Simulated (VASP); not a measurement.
Computed with LDA (Ceperley-Alder, Perdew-Zunger), VASP's LDA PAW potentials (set 64) (plane waves; VASP 6.6.1).

A VASP calculation is set up with these files.

POSCAR:
```
WSe2
1.0
  1.6047253060  -2.7794653231   0.0000000000
  1.6047253060   2.7794653231   0.0000000000
  0.0000000000   0.0000000000  12.2359036610
W Se
2 4
Cart
  1.6047253060   0.9264902940   3.0589759153
  1.6047253060  -0.9264902940   9.1769277457
  1.6047253060   0.9264902940  10.8545054652
  1.6047253060  -0.9264902940   4.7365536347
  1.6047253060  -0.9264902940   1.3813981958
  1.6047253060   0.9264902940   7.4993500263
```

KPOINTS:
```
Automatic mesh
0
Gamma
8 8 2
0 0 0
```

### INCAR
```
ALGO = Normal
EDIFF = 1E-6
EDIFFG = -0.02
ENCUT = 500
IBRION = 2
ISIF = 3
ISMEAR = 0
LASPH = .True.
LCHARG = .False.
LMAXMIX = 6
LREAL = .False.
LWAVE = .False.
NELM = 100
NSW = 40
PREC = Accurate
PSTRESS = 50
SIGMA = 0.05
SYSTEM = WSe2
```

POTCAR, in this order: W_sv Se (LDA.64 set). Program: vasp_std.

Output of the run:

**OSZICAR**
```
       N       E                     dE             d eps       ncg     rms          rms(c)
DAV:   1     0.497339527587E+03    0.49734E+03   -0.28028E+04  1392   0.162E+03
DAV:   2    -0.182262749118E+02   -0.51557E+03   -0.50514E+03  1477   0.431E+02
DAV:   3    -0.494805201245E+02   -0.31254E+02   -0.31034E+02  1528   0.950E+01
DAV:   4    -0.501979833168E+02   -0.71746E+00   -0.71501E+00  1545   0.145E+01
DAV:   5    -0.502133080429E+02   -0.15325E-01   -0.15318E-01  1532   0.199E+00    0.332E+01
DAV:   6    -0.487597834259E+02    0.14535E+01   -0.80424E+00  1463   0.163E+01    0.126E+01
DAV:   7    -0.485481068809E+02    0.21168E+00   -0.40078E+00  1464   0.835E+00    0.565E+00
DAV:   8    -0.483761097266E+02    0.17200E+00   -0.75665E-01  1573   0.474E+00    0.130E+00
DAV:   9    -0.483770747332E+02   -0.96501E-03   -0.62060E-02  1564   0.121E+00    0.746E-01
DAV:  10    -0.483750402578E+02    0.20345E-02   -0.16755E-02  1593   0.835E-01    0.147E-01
DAV:  11    -0.483750015813E+02    0.38676E-04   -0.16919E-03  1534   0.244E-01    0.136E-01
DAV:  12    -0.483749644328E+02    0.37149E-04   -0.85050E-05  1582   0.554E-02    0.787E-02
DAV:  13    -0.483749536133E+02    0.10819E-04   -0.90464E-05  1519   0.526E-02    0.527E-03
DAV:  14    -0.483749537782E+02   -0.16492E-06   -0.26094E-06  1253   0.100E-02
   1 F= -.44968618E+02 E0= -.44968618E+02  d E =-.449686E+02
```

**OUTCAR**
```
------------------------ aborting loop because EDIFF is reached ----------------------------------------
  FORCE on cell =-STRESS in cart. coord.  units (eV):
  Direction    XX          YY          ZZ          XY          YZ          ZX
  --------------------------------------------------------------------------------------
  Total        3.3954743      3.3954732      3.3986290      0.0000000      0.0000000      0.0000000
  in kB       49.8405722     49.8405564     49.8868786      0.0000000      0.0000000      0.0000000
  external PRESSURE =      -0.1439976 kB  Pullay stress =      50.0000000 kB
  volume of cell :      109.15
      direct lattice vectors                 reciprocal lattice vectors
     1.604725306 -2.779465323  0.000000000     0.311579806 -0.179890713  0.000000000
     1.604725306  2.779465323  0.000000000     0.311579806  0.179890713  0.000000000
     0.000000000  0.000000000 12.235903661     0.000000000  0.000000000  0.081726698
 POSITION                                       TOTAL-FORCE (eV/Angst)
 -----------------------------------------------------------------------------------
      1.60473      0.92649      3.05898         0.000000     -0.000000     -0.000000
      1.60473     -0.92649      9.17693        -0.000000     -0.000000     -0.000000
      1.60473      0.92649     10.85451        -0.000000      0.000000     -0.004019
      1.60473     -0.92649      4.73655        -0.000000     -0.000000     -0.004019
      1.60473     -0.92649      1.38140        -0.000000     -0.000000      0.004019
      1.60473      0.92649      7.49935        -0.000000      0.000000      0.004019
 -----------------------------------------------------------------------------------
    total drift:                                0.000125      0.001039     -0.000033
  FREE ENERGIE OF THE ION-ELECTRON SYSTEM (eV)
  ---------------------------------------------------
  free  energy   TOTEN  =       -48.3749537782 eV

  energy  without entropy=      -48.3749537782  energy(sigma->0) =      -48.37495378
  enthalpy is  TOTEN    =       -44.9686182209 eV   P V=        3.4063355573

 reached required accuracy - stopping structural energy minimisation
```
(Selected blocks of OUTCAR.)

The compound is WSe2 in the 2H layered structure. It was relaxed first under an external pressure of 5 GPa.
